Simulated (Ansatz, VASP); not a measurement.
One calculation of Zr3MoC, two programs

File INCAR:

```
SYSTEM = Zr3MoC
PREC     = Accurate       ! precision mode
ENCUT    = 600            ! plane-wave cutoff, eV
EDIFF    = 1E-6           ! SCF threshold, eV
ISMEAR   = -1             ! smearing method
SIGMA    = 0.05           ! smearing width, eV
LREAL    = .FALSE.        ! projectors in reciprocal space
LASPH    = .TRUE.         ! aspherical terms in the spheres
NELM     = 100            ! most SCF steps
ALGO     = Normal         ! electronic algorithm
ISIF     = 3              ! what is computed and relaxed
LWAVE    = .FALSE.        ! write WAVECAR
LCHARG   = .FALSE.        ! write CHGCAR
GGA      = PE             ! functional
IVDW     = 12             ! dispersion correction
IBRION   = 2              ! ionic algorithm
NSW      = 60             ! ionic steps
EDIFFG   = -0.02          ! ionic threshold
```

File KPOINTS:

```
regular mesh
0
G
  5 5 5
  0 0 0
```

POSCAR

```
Zr3MoC
1.0
    4.9425100000      0.0000000000      0.0000000000
    0.0000000000      4.9425100000      0.0000000000
    0.0000000000      0.0000000000      4.9425100000
Zr Mo C
3 1 1
Direct
    0.5000000000      0.0000000000      0.0000000000
    0.0000000000      0.5000000000      0.0000000000
    0.0000000000      0.0000000000      0.5000000000
    0.0000000000      0.0000000000      0.0000000000
    0.5000000000      0.5000000000      0.5000000000
```

The input input.yaml:

```yaml
crystal:
  lattice:
    - [4.94251, 0.0, 0.0]
    - [0.0, 4.94251, 0.0]
    - [0.0, 0.0, 4.94251]
  atoms:
    - { symbol: Zr, position: [0.5, 0.0, 0.0] }
    - { symbol: Zr, position: [0.0, 0.5, 0.0] }
    - { symbol: Zr, position: [0.0, 0.0, 0.5] }
    - { symbol: Mo, position: [0.0, 0.0, 0.0] }
    - { symbol: C, position: [0.5, 0.5, 0.5] }
hamiltonian:
  xc: pbe
  pseudopotentials: { kind: paw }
  dispersion: d3bj
kpoints:
  mp_grid: { grid: [5, 5, 5] }
scf:
  occupations: { method: fermi_dirac, width: 0.05 }
output:
  forces: true
  stress: true
  eigenvalues: true
  write_density: true
  write_potential: true
  elf: true
  volumetric_format: npy
relax:
  f_tol: 0.01
  max_steps: 40
  cell: { stress_tol: 0.05 }
```

The cell was built by a generator and needn't be a form met in nature.

Alike in both runs: task relaxation of cell and atoms; functional PBE; dispersion D3(BJ); k mesh 5 × 5 × 5; occupations fermi-dirac, width 0.05 eV; no spin polarisation.

```csv
,VASP,Ansatz
version,VASP 6.6.1,Ansatz 0.2.0
potentials or method,"VASP PAW PBE potentials, release 64 (Zr_sv, Mo_sv, C)",Ansatz PAW
plane-wave cutoff (eV),600,420
valence electrons in the cell,54,54
```

|  | VASP | Ansatz | Ansatz less VASP |
| --- | --- | --- | --- |
| gap on the k mesh at the Fermi level, each at its own relaxed structure (eV) | none | none | - |
| relaxed volume (Å³/atom) | 23.53 | 23.47 | -0.062 |
| relaxed cell length with the largest relative difference (Å) | 4.900 | 4.896 | -0.0043 |
| energy change over the relaxation (meV/atom) | -4 | -5 | -0.9 |

A gap of «none» marks a metal or a gap that the smearing closes.

Caveats: pairwise dispersion overbinds metals, which lowers pressure and volume; the plane-wave basis is chosen anew once the cell has moved, so the energies of steps on either side of that aren't comparable (Ansatz).
